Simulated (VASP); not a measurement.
Given:

```
SrVO3
1.0
    3.81914     0.00000     0.00000
    0.00000     3.81914     0.00000
    0.00000     0.00000     3.81914
Sr V O
1 1 3
Direct
  0.00000   0.00000   0.00000
  0.50000   0.50000   0.50000
  0.50000   0.00000   0.50000
  0.00000   0.50000   0.50000
  0.50000   0.50000   0.00000
```

Calculation: AM05 GGA, VASP's PBE PAW potentials (set 64) (plane waves; VASP 6.6.1). Numerical set-up: 520 eV cut-off, Gaussian smearing of 0.050 eV, potentials Sr_sv V_sv O.

Task: Give the energies of bands 12 to 23 at the high-symmetry points, in eV from the Fermi level.

Result: 
```tsv
band	Γ	X	M	R
12	-5.31	-6.89	-7.17	-7.38
13	-5.31	-5.37	-7.12	-6.69
14	-5.31	-5.37	-6.70	-6.69
15	-3.37	-4.72	-5.29	-6.06
16	-3.37	-4.71	-5.29	-6.06
17	-3.37	-4.71	-4.21	-6.06
18	-2.48	-4.27	-3.73	-2.10
19	-2.48	-2.95	-3.73	-2.10
20	-2.48	-2.95	-2.20	-2.10
21	-1.04	-0.91	0.95	1.57
22	-1.04	0.98	0.95	1.57
23	-1.04	0.98	1.32	1.57
```

It has no gap at this level: it comes out as a metal or semimetal.

The compound is SrVO3 in the cubic perovskite structure. It was relaxed first. The run is not spin-polarised, so no magnetic state was tried. The electron count is odd and the run is not spin-polarised, which forces a metal.
